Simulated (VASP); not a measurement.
Input:

```
In2O3
1.0
   -5.12628     5.12628     5.12628
    5.12628    -5.12628     5.12628
    5.12628     5.12628    -5.12628
In O
16 24
Direct
  0.50000   0.50000   0.50000
  0.50000   0.00000   0.00000
  0.00000   0.00000   0.50000
  0.00000   0.50000   0.00000
  0.25000   0.71650   0.46650
  0.75000   0.78350   0.03350
  0.46650   0.25000   0.71650
  0.03350   0.75000   0.78350
  0.71650   0.46650   0.25000
  0.78350   0.03350   0.75000
  0.75000   0.28350   0.53350
  0.25000   0.21650   0.96650
  0.53350   0.75000   0.28350
  0.96650   0.25000   0.21650
  0.28350   0.53350   0.75000
  0.21650   0.96650   0.25000
  0.53610   0.77370   0.54340
  0.73030   0.99270   0.95660
  0.76970   0.72630   0.26240
  0.96390   0.50730   0.23760
  0.54340   0.53610   0.77370
  0.95660   0.73030   0.99270
  0.26240   0.76970   0.72630
  0.23760   0.96390   0.50730
  0.77370   0.54340   0.53610
  0.99270   0.95660   0.73030
  0.72630   0.26240   0.76970
  0.50730   0.23760   0.96390
  0.46390   0.22630   0.45660
  0.26970   0.00730   0.04340
  0.23030   0.27370   0.73760
  0.03610   0.49270   0.76240
  0.45660   0.46390   0.22630
  0.04340   0.26970   0.00730
  0.73760   0.23030   0.27370
  0.76240   0.03610   0.49270
  0.22630   0.45660   0.46390
  0.00730   0.04340   0.26970
  0.27370   0.73760   0.23030
  0.49270   0.76240   0.03610
```

The numbers are results of revPBE GGA, VASP's PBE PAW potentials (set 64) (plane waves; VASP), not measurements. Run with LREAL = Auto, 240 eV cut-off, 3×3×3 Γ-centred mesh, Fermi-Dirac smearing of 0.10 eV, potentials In_d O.

At this cut-off the stress carries a Pulay error, which pulls relaxed volumes low. Energy and stress use the plane-wave basis of the starting cell.

The ions, cell shape and volume are relaxed. Give the cell that the relaxation ends in.

```
In2O3
1.0
   -4.77635     4.77635     4.77635
    4.77635    -4.77635     4.77635
    4.77635     4.77635    -4.77635
In O
16 24
Direct
  0.50000   0.50000   0.50000
  0.50000   0.00000   0.00000
  0.00000   0.00000   0.50000
  0.00000   0.50000   0.00000
  0.25000   0.71438   0.46438
  0.75000   0.78562   0.03562
  0.46438   0.25000   0.71438
  0.03562   0.75000   0.78562
  0.71438   0.46438   0.25000
  0.78562   0.03562   0.75000
  0.75000   0.28562   0.53562
  0.25000   0.21438   0.96438
  0.53562   0.75000   0.28562
  0.96438   0.25000   0.21438
  0.28562   0.53562   0.75000
  0.21438   0.96438   0.25000
  0.53549   0.77453   0.55120
  0.72333   0.98429   0.94880
  0.77667   0.72547   0.26096
  0.96451   0.51571   0.23904
  0.55120   0.53549   0.77453
  0.94880   0.72333   0.98429
  0.26096   0.77667   0.72547
  0.23904   0.96451   0.51571
  0.77453   0.55120   0.53549
  0.98429   0.94880   0.72333
  0.72547   0.26096   0.77667
  0.51571   0.23904   0.96451
  0.46451   0.22547   0.44880
  0.27667   0.01571   0.05120
  0.22333   0.27453   0.73904
  0.03549   0.48429   0.76096
  0.44880   0.46451   0.22547
  0.05120   0.27667   0.01571
  0.73904   0.22333   0.27453
  0.76096   0.03549   0.48429
  0.22547   0.44880   0.46451
  0.01571   0.05120   0.27667
  0.27453   0.73904   0.22333
  0.48429   0.76096   0.03549
```
Space group Ia-3 (206), at a tolerance of 0.03 Å.

How do energy and volume change from the first to the last step?

The energy (σ→0) changes by -703.1 meV/atom and the volume by -19.1 %, in 22 ionic steps.

The structure was generated: In2O3 was put into an ordered model structure, a phase also known from measurement. This run relaxes it. Symmetry was kept, so distortions that lower it aren't found. The run is one of a series of settings (EDIFFG = -0.01, ENCUT = 240, IBRION = 2, ISIF = 3, NSW = 50 against the base run), some of them coarse on purpose.
